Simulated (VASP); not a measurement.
Here is the system:

```
Ag
1.0
    2.89764     0.00000     0.00000
   -1.44882     2.50943     0.00000
    0.00000     0.00000     4.70459
Ag
2
Direct
  0.33333   0.66667   0.25000
  0.66667   0.33333   0.75000
```

All values below come from PBEsol GGA, VASP's PBE PAW potentials (set 64) (plane waves; VASP 6.6.1). Numerical set-up: 400 eV cut-off, 13×13×7 Γ-centred mesh, first-order Methfessel-Paxton smearing of 0.10 eV, potentials Ag.

Energy and stress use the plane-wave basis of the starting cell.

### Question
The ions, cell shape and volume are relaxed. Which structure does the run end with?

### Answer

```
Ag
1.0
    2.84952     0.00000     0.00000
   -1.42476     2.46775     0.00000
    0.00000     0.00000     4.71964
Ag
2
Direct
  0.33333   0.66667   0.25000
  0.66667   0.33333   0.75000
```
Space group P6_3/mmc (194), at a tolerance of 0.03 Å.

### Question
How do energy and volume change from the first to the last step?

### Answer
The energy (σ→0) changes by -7.6 meV/atom and the volume by -3.0 %, in 5 ionic steps.

The structure was generated: Ag was put into the hcp type (P6_3/mmc), which need not be its known phase. This run relaxes it. Symmetry was kept, so distortions that lower it aren't found.
